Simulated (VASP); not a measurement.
VASP input:

KPOINTS:
```
Regular mesh
0
G
5 5 5
```

File POSCAR:
```
CdGeAs2
1.0
 -2.9495079316   2.9495079316   5.5923631955
  2.9495079316  -2.9495079316   5.5923631955
  2.9495079316   2.9495079316  -5.5923631955
Cd Ge As
2 2 4
Direct
  0.0000000000   0.0000000000   0.0000000000
  0.7500000000   0.2500000000   0.5000000000
  0.5000000000   0.5000000000   0.0000000000
  0.2500000000   0.7500000000   0.5000000000
  0.8750000000   0.8503200590   0.4753200590
  0.1496799410   0.6250000000   0.0246799410
  0.3750000000   0.3996799410   0.5246799410
  0.6003200590   0.1250000000   0.9753200590
```

### INCAR
```
ALGO = Normal
EDIFF = 1E-6
EDIFFG = -0.02
ENCUT = 400
IBRION = 2
ISIF = 3
ISMEAR = 0
LASPH = .TRUE.
LCHARG = .FALSE.
LMAXMIX = 4
LREAL = .FALSE.
LWAVE = .FALSE.
NELM = 100
NSW = 60
PREC = Accurate
SIGMA = 0.05
SYSTEM = CdGeAs2
```

POTCAR, in this order: Cd Ge_d As (LDA.64 set). Program: vasp_std.

**Question.** Write an equivalent input for Quantum ESPRESSO's pw.x.

**Answer.** One equivalent input (not run):
```
&CONTROL
  calculation = 'vc-relax'
  pseudo_dir = './pseudo'
  outdir = './out'
  tprnfor = .true.
  tstress = .true.
  nstep = 60
  forc_conv_thr = 0.00078
/
&SYSTEM
  ibrav = 0
  nat = 8
  ntyp = 3
  ecutwfc = 102
  occupations = 'smearing'
  smearing = 'gaussian'
  degauss = 0.003675
  input_dft = 'pz'
/
&ELECTRONS
  conv_thr = 7.3e-08
  electron_maxstep = 100
/
&IONS
/
&CELL
/
ATOMIC_SPECIES
  Cd 112.414 Cd.upf
  Ge 72.630 Ge.upf
  As 74.922 As.upf
CELL_PARAMETERS angstrom
    -2.9495079    2.9495079    5.5923632
     2.9495079   -2.9495079    5.5923632
     2.9495079    2.9495079   -5.5923632
ATOMIC_POSITIONS crystal
  Cd   0.0000000  0.0000000  0.0000000
  Cd   0.7500000  0.2500000  0.5000000
  Ge   0.5000000  0.5000000  0.0000000
  Ge   0.2500000  0.7500000  0.5000000
  As   0.8750000  0.8503201  0.4753201
  As   0.1496799  0.6250000  0.0246799
  As   0.3750000  0.3996799  0.5246799
  As   0.6003201  0.1250000  0.9753201
K_POINTS automatic
  5 5 5 0 0 0
```
The two are equivalent in intent, not identical: the potentials are each code's own (VASP's PAW set, PseudoDojo norm-conserving files in pw.x), so ENCUT and ecutwfc are chosen apart and not converted; conv_thr bounds pw.x's estimated SCF error, while EDIFF bounds the energy change between steps; forc_conv_thr acts on force components and is met together with etot_conv_thr.

The compound is CdGeAs2 in the chalcopyrite structure. This run relaxes it. Symmetry was kept, so distortions that lower it aren't found. The start is the result of an earlier pass.
